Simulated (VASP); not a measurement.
Set up this calculation in VASP 6.6.1, as the native input.

- Task: density of states
- Functional: PBE
- Potentials or basis: VASP PAW PBE potentials, release 64 (Be, Te, Se)
- Cutoff: 520 eV
- k mesh: 6 × 6 × 6
- Occupations: gaussian, width 0.03 eV
- Spin: no spin polarisation
- k mesh for the DOS: 9 × 9 × 9
- Occupations for the DOS: tetrahedron
- Further INCAR settings: ALGO = Normal; EDIFF = 1e-06

Crystal: Be4TeSe3.

```
CELL_PARAMETERS angstrom
-2.65414 2.65414 5.30141
2.65414 -2.65414 5.30141
2.65414 2.65414 -5.30141
ATOMIC_POSITIONS crystal
Be 0.86664 0.39337 0.00000
Be 0.39337 0.86664 0.00000
Be 0.13336 0.13336 0.52672
Be 0.60663 0.60663 0.47328
Te 0.00000 0.00000 0.00000
Se 0.25000 0.75000 0.50000
Se 0.75000 0.25000 0.50000
Se 0.50000 0.50000 0.00000
```

The cell was built by a generator and needn't be a form met in nature.

One way to write it, as run:

POSCAR

```
Be4TeSe3                                
1.0
   -2.6541407424      2.6541407424      5.3014063112
    2.6541407424     -2.6541407424      5.3014063112
    2.6541407424      2.6541407424     -5.3014063112
  Be              Te              Se            
     4     1     3
Direct
     0.8666412803926249    0.3933654816308202    0.0000000000000000
     0.3933654816308202    0.8666412803926249    1.0000000000000000
     0.1333587196073751    0.1333587196073751    0.5267242012382024
     0.6066345183691798    0.6066345183691798    0.4732757987617976
     1.0000000000000000    1.0000000000000000    0.0000000000000000
     0.2500000000000000    0.7500000000000000    0.5000000000000000
     0.7500000000000000    0.2500000000000000    0.5000000000000000
     0.5000000000000000    0.5000000000000000    1.0000000000000000
```

INCAR.step1

```
SYSTEM = Be4TeSe3
ALGO = Normal
EDIFF = 1E-6
ENCUT = 520
GGA = PE
ISIF = 2
ISMEAR = 0
KPAR = 4
LASPH = .TRUE.
LCHARG = .TRUE.
LREAL = .FALSE.
LWAVE = .FALSE.
NELM = 100
PREC = Accurate
SIGMA = 0.03
```

KPOINTS.step1

```
k-points
0
G
  6 6 6
  0 0 0
```

INCAR.step2

```
SYSTEM = Be4TeSe3
ALGO = Normal
EDIFF = 1E-6
ENCUT = 520
GGA = PE
ICHARG = 11
ISIF = 2
ISMEAR = -5
KPAR = 4
LASPH = .TRUE.
LCHARG = .FALSE.
LORBIT = 11
LREAL = .FALSE.
LWAVE = .FALSE.
NEDOS = 1001
NELM = 100
PREC = Accurate
SIGMA = 0.03
```

KPOINTS.step2

```
k-points
0
G
  9 9 9
  0 0 0
```

Potentials or basis: VASP PAW PBE potentials, release 64 (Be, Te, Se).

Launch:

```sh
$ cat potpaw_PBE.64/Be/POTCAR potpaw_PBE.64/Te/POTCAR potpaw_PBE.64/Se/POTCAR > POTCAR
$ cp INCAR.step1 INCAR
$ cp KPOINTS.step1 KPOINTS
$ mpirun -np 4 vasp_std > vasp.out
$ cp INCAR.step2 INCAR
$ cp KPOINTS.step2 KPOINTS
$ mpirun -np 4 vasp_std > vasp.out
```

It gave:

| Item | Value |
| --- | --- |
| Valence electrons inside the program's atomic spheres | Be 0.95; Te 3.55; Se 3.94, 3.96 |

It took 50 s on 4 MPI ranks on AMD EPYC 9R45 96-Core Processor (Zen 5) (shared host), peak memory 0.43 GiB a rank.
